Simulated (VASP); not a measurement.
The system is ZnSe.

```
CELL_PARAMETERS angstrom
0.00000 2.83380 2.83380
2.83380 0.00000 2.83380
2.83380 2.83380 0.00000
ATOMIC_POSITIONS crystal
Zn 0.00000 0.00000 0.00000
Se 0.25000 0.25000 0.25000
```

```yaml
Program: VASP 6.6.1
Task: relaxation of cell and atoms
Functional: PBE
Potentials_or_basis: VASP PAW PBE potentials, release 64 (Zn, Se)
Cutoff: 520 eV
k_mesh: 14 × 14 × 14
Occupations: gaussian, width 0.02 eV
Spin: no spin polarisation
```

At the start: pressure 2.4 GPa; volume 22.76 Å³/atom.

Question: How do energy, volume and symmetry change on relaxing?

Answer: Over 10 steps the energy falls by 6.2 meV/atom and the volume is 23.63 Å³/atom (+3.8 %); space group F-43m (No. 216, to 0.05 Å).

The path:
```
step  energy change (eV)  largest force (eV/Å)  pressure (GPa)  volume (Å³)
   1              0.0000                0.0000            2.38        45.51
   2             -0.0114                0.0000           -0.63        47.78
   3             -0.0124                0.0000            0.03        47.25
   4             -0.0124                0.0000           -0.02        47.28
   5             -0.0124                0.0000           -0.03        47.27
   6             -0.0124                0.0000            0.06        47.21
   7             -0.0124                0.0000            0.03        47.24
   8             -0.0124                0.0000            0.05        47.25
   9             -0.0124                0.0000            0.03        47.26
  10             -0.0124                0.0000            0.01        47.26
```

Final structure:
```
Zn Se
1.0
     0.00000    2.86966    2.86966
     2.86966    0.00000    2.86966
     2.86966    2.86966    0.00000
Zn Se
1 1
Direct
  0.00000 0.00000 0.00000
  0.25000 0.25000 0.25000
```
